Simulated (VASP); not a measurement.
Write the native input for VASP 6.6.1 that does the following.

```yaml
Task: single point
Functional: PBE
Potentials_or_basis: VASP PAW PBE potentials, release 64 (Zr_sv, Cd, O)
Cutoff: 520 eV
k_mesh: 6 × 6 × 9
Occupations: fermi-dirac, width 0.05 eV
Spin: no spin polarisation
Further_INCAR_settings: ALGO = Normal; EDIFF = 1e-07; NBANDS = 29
```

The structure of Zr2CdO lies in POSCAR:

```
Zr2CdO
1.0
    4.9128000000      0.0000000000      0.0000000000
    0.0000000000      4.9128000000      0.0000000000
    0.0000000000      0.0000000000      2.9615800000
Zr Cd O
2 1 1
Direct
    0.0000000000      0.5000000000      0.5000000000
    0.5000000000      0.0000000000      0.5000000000
    0.5000000000      0.5000000000      0.0000000000
    0.0000000000      0.0000000000      0.0000000000
```

The cell was built by a generator and needn't be a form met in nature.

These files were run (other wordings do the same):

INCAR

```
PREC = Accurate
ENCUT = 520
EDIFF = 1E-7
ISMEAR = -1
SIGMA = 0.05
LREAL = F
LASPH = T
NELM = 80
ALGO = Normal
ISIF = 2
LWAVE = F
LCHARG = F
GGA = PE
NBANDS = 29
```

KPOINTS

```
regular mesh
0
Gamma
  6 6 9
```

Potentials or basis: VASP PAW PBE potentials, release 64 (Zr_sv, Cd, O).

The run is started by

```sh
$ cat potpaw_PBE.64/Zr_sv/POTCAR potpaw_PBE.64/Cd/POTCAR potpaw_PBE.64/O/POTCAR > POTCAR
$ mpirun -np 1 vasp_std > vasp.out
```

Results of the run:

| Quantity | Value |
| --- | --- |
| Pressure | 0.4 GPa |
| Band gap on the k mesh | none (metal or under the smearing width) |

Run time: 110 s on 1 thread of Intel(R) Xeon(R) Platinum 8488C (Sapphire Rapids) (shared host), peak memory 0.24 GiB.
